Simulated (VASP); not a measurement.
Computed with SCAN meta-GGA, VASP's PBE PAW potentials (set 64) (plane waves; VASP 6.6.1).

VASP input:

### POSCAR
```
BaTiO3
1
    4.0415423891     0.0000000000     0.0000000000
    0.0000000000     4.0415423891     0.0000000000
    0.0000000000     0.0000000000     4.0415423891
Ba Ti O
1 1 3
Direct
  0.0000000000   0.0000000000   0.0000000000
  0.5000000000   0.5000000000   0.5000000000
  0.5000000000   0.0000000000   0.5000000000
  0.0000000000   0.5000000000   0.5000000000
  0.5000000000   0.5000000000   0.0000000000
```

### KPOINTS
```
kpoints
0
G
6 6 6
0 0 0
```

### INCAR
```
SYSTEM = BaTiO3
PREC = Accurate
ENCUT = 520
EDIFF = 1E-7
NELM = 100
ALGO = Normal
LREAL = .FALSE.
LASPH = .TRUE.
ISMEAR = 0
SIGMA = 0.05
METAGGA = SCAN
LMIXTAU = .TRUE.
LMAXMIX = 4
LWAVE = .FALSE.
LCHARG = .FALSE.
ISIF = 2
```

POTCAR, in this order: Ba_sv Ti_sv O (PBE.64 set). Program: vasp_std.

The run wrote:

File OUTCAR:
```
 ion  position               nearest neighbor table
   1  0.000  0.000  0.000-   3 2.86   4 2.86   5 2.86   3 2.86   4 2.86   4 2.86   5 2.86   4 2.86
                             3 2.86   5 2.86   3 2.86   5 2.86   2 3.50   2 3.50   2 3.50   2 3.50
   2  0.500  0.500  0.500-   3 2.02   4 2.02   5 2.02   5 2.02   3 2.02   4 2.02   1 3.50   1 3.50
                             1 3.50   1 3.50   1 3.50   1 3.50   1 3.50   1 3.50
   3  0.500  0.000  0.500-   2 2.02   2 2.02   1 2.86   1 2.86   1 2.86   1 2.86
   4  0.000  0.500  0.500-   2 2.02   2 2.02   1 2.86   1 2.86   1 2.86   1 2.86
   5  0.500  0.500  0.000-   2 2.02   2 2.02   1 2.86   1 2.86   1 2.86   1 2.86
  LATTYP: Found a simple cubic cell.
 ALAT       =     4.0415423891
 Subroutine PRICEL returns:
 Original cell was already a primitive cell.
 Subroutine GETGRP returns: Found 48 space group operations
The static configuration has the point symmetry O_h .
The dynamic configuration has the point symmetry O_h .
 Subroutine INISYM returns: Found 48 space group operations
 Subroutine IBZKPT returns following result:
 Found     20 irreducible k-points:

 Following reciprocal coordinates:
            Coordinates               Weight
  0.000000  0.000000  0.000000      1.000000
  0.166667  0.000000  0.000000      6.000000
  0.333333  0.000000  0.000000      6.000000
  0.500000  0.000000  0.000000      3.000000
  0.166667  0.166667  0.000000     12.000000
  0.333333  0.166667  0.000000     24.000000
  0.500000  0.166667  0.000000     12.000000
  0.333333  0.333333  0.000000     12.000000
  0.500000  0.333333  0.000000     12.000000
  0.500000  0.500000  0.000000      3.000000
  0.166667  0.166667  0.166667      8.000000
  0.333333  0.166667  0.166667     24.000000
  0.500000  0.166667  0.166667     12.000000
  0.333333  0.333333  0.166667     24.000000
  0.500000  0.333333  0.166667     24.000000
  0.500000  0.500000  0.166667      6.000000
  0.333333  0.333333  0.333333      8.000000
  0.500000  0.333333  0.333333     12.000000
  0.500000  0.500000  0.333333      6.000000
...
```

### OSZICAR
```
       N       E                     dE             d eps       ncg     rms          rms(c)
DAV:   1     0.400009389778E+03    0.40001E+03   -0.21730E+04   960   0.182E+03
DAV:   2    -0.625987697205E+02   -0.46261E+03   -0.45534E+03  1184   0.495E+02
DAV:   3    -0.112461011193E+03   -0.49862E+02   -0.47796E+02  1488   0.151E+02
DAV:   4    -0.114596010255E+03   -0.21350E+01   -0.21340E+01  1352   0.280E+01
DAV:   5    -0.114686045947E+03   -0.90036E-01   -0.90031E-01  1312   0.417E+00    0.227E+01
DAV:   6    -0.902703875657E+02    0.24416E+02   -0.51811E+01  1440   0.760E+01    0.695E+00
DAV:   7    -0.908915569242E+02   -0.62117E+00   -0.69441E+00  1168   0.193E+01    0.426E+00
DAV:   8    -0.931364319522E+02   -0.22449E+01   -0.18656E+00  1192   0.126E+01    0.215E+00
DAV:   9    -0.911447212730E+02    0.19917E+01   -0.11124E+00  1072   0.934E+00    0.762E-01
DAV:  10    -0.912860855646E+02   -0.14136E+00   -0.38254E-01  1336   0.442E+00    0.583E-01
DAV:  11    -0.912868668964E+02   -0.78133E-03   -0.88818E-02  1128   0.284E+00    0.297E-01
DAV:  12    -0.913118088427E+02   -0.24942E-01   -0.37732E-02  1024   0.192E+00    0.873E-02
DAV:  13    -0.913127043607E+02   -0.89552E-03   -0.10872E-02   984   0.114E+00    0.600E-02
DAV:  14    -0.913164424523E+02   -0.37381E-02   -0.54676E-03   960   0.841E-01    0.299E-02
DAV:  15    -0.913175596182E+02   -0.11172E-02   -0.11421E-03  1024   0.388E-01    0.294E-02
DAV:  16    -0.913176416051E+02   -0.81987E-04   -0.77058E-05  1384   0.984E-02    0.106E-02
DAV:  17    -0.913176540503E+02   -0.12445E-04   -0.42054E-06  1216   0.190E-02    0.785E-03
DAV:  18    -0.913176650238E+02   -0.10973E-04   -0.92898E-06  1112   0.338E-02    0.197E-03
DAV:  19    -0.913176659400E+02   -0.91627E-06   -0.19119E-06  1352   0.138E-02    0.114E-03
DAV:  20    -0.913176675296E+02   -0.15896E-05   -0.23976E-07   904   0.502E-03    0.130E-03
DAV:  21    -0.913176654005E+02    0.21291E-05   -0.23586E-07   632   0.567E-03    0.265E-04
DAV:  22    -0.913176656045E+02   -0.20401E-06   -0.30072E-08   552   0.203E-03    0.166E-04
DAV:  23    -0.913176654203E+02    0.18414E-06   -0.72791E-09   544   0.966E-04    0.127E-04
DAV:  24    -0.913176654934E+02   -0.73059E-07   -0.44783E-09   552   0.821E-04
   1 F= -.91317665E+02 E0= -.91317665E+02  d E =-.751766E-32
```

**OUTCAR**
```
------------------------ aborting loop because EDIFF is reached ----------------------------------------
  FORCE on cell =-STRESS in cart. coord.  units (eV):
  Direction    XX          YY          ZZ          XY          YZ          ZX
  --------------------------------------------------------------------------------------
  Total       -2.0854766     -2.0854766     -2.0854766      0.0000000      0.0000000     -0.0000000
  in kB      -50.6144470    -50.6144470    -50.6144470      0.0000000      0.0000000     -0.0000000
  external PRESSURE =     -50.6144470 kB  Pullay stress =       0.0000000 kB
  volume of cell :       66.01
      direct lattice vectors                 reciprocal lattice vectors
     4.041542389  0.000000000  0.000000000     0.247430289  0.000000000  0.000000000
     0.000000000  4.041542389  0.000000000     0.000000000  0.247430289  0.000000000
     0.000000000  0.000000000  4.041542389     0.000000000  0.000000000  0.247430289
 POSITION                                       TOTAL-FORCE (eV/Angst)
 -----------------------------------------------------------------------------------
      0.00000      0.00000      0.00000         0.000000      0.000000      0.000000
      2.02077      2.02077      2.02077         0.000000      0.000000      0.000000
      2.02077      0.00000      2.02077         0.000000      0.000000      0.000000
      0.00000      2.02077      2.02077         0.000000      0.000000      0.000000
      2.02077      2.02077      0.00000         0.000000      0.000000      0.000000
 -----------------------------------------------------------------------------------
    total drift:                                0.000000      0.000000     -0.000000
  FREE ENERGIE OF THE ION-ELECTRON SYSTEM (eV)
  ---------------------------------------------------
  free  energy   TOTEN  =       -91.3176654934 eV

  energy  without entropy=      -91.3176654934  energy(sigma->0) =      -91.31766549
```
(Selected blocks of OUTCAR.)

### OUTCAR
```
 val. band max:        3.2941424360   @ k =   0.5000   0.5000   0.5000

 cond. band min:       5.3667499250   @ k =   0.0000   0.0000   0.0000


 Fermi energy:         3.7007283063

 k-point     1 :       0.0000    0.0000    0.0000
  band No.  band energies     occupation
      1     -55.8665      2.00000
      2     -30.9417      2.00000
      3     -30.9397      2.00000
      4     -30.9396      2.00000
      5     -22.2849      2.00000
      6     -14.5831      2.00000
      7     -13.9558      2.00000
      8     -13.9557      2.00000
      9      -6.9656      2.00000
     10      -6.9656      2.00000
     11      -6.9656      2.00000
     12       0.9046      2.00000
     13       0.9047      2.00000
     14       0.9049      2.00000
     15       2.2173      2.00000
     16       2.2173      2.00000
     17       2.2173      2.00000
     18       3.1060      2.00000
     19       3.1060      2.00000
     20       3.1060      2.00000
     21       5.3667      0.00000
     22       5.3668      0.00000
     23       5.3668      0.00000
     24       7.2478      0.00000

 k-point     2 :       0.1667    0.0000    0.0000
  band No.  band energies     occupation
      1     -55.8663      2.00000
      2     -30.9522      2.00000
      3     -30.9412      2.00000
      4     -30.9392      2.00000
      5     -22.2581      2.00000
      6     -14.5927      2.00000
      7     -13.9484      2.00000
      8     -13.9284      2.00000
      9      -6.9279      2.00000
     10      -6.9279      2.00000
     11      -6.8815      2.00000
     12       0.4783      2.00000
     13       0.8416      2.00000
     14       0.8418      2.00000
     15       1.9552      2.00000
     16       1.9552      2.00000
     17       2.0014      2.00000
     18       2.5025      2.00000
     19       2.9307      2.00000
     20       2.9308      2.00000
     21       5.4007      0.00000
     22       5.8446      0.00000
     23       5.8447      0.00000
     24       7.2493      0.00000
...
```

Unless said otherwise, spin-orbit coupling is left out, though it shifts the bands of the heavy elements here.

The compound is BaTiO3 in the cubic perovskite structure, the ideal cubic form; the compound distorts at low or room temperature. This cell is one point of a volume scan, at 1.03 of the reference volume.
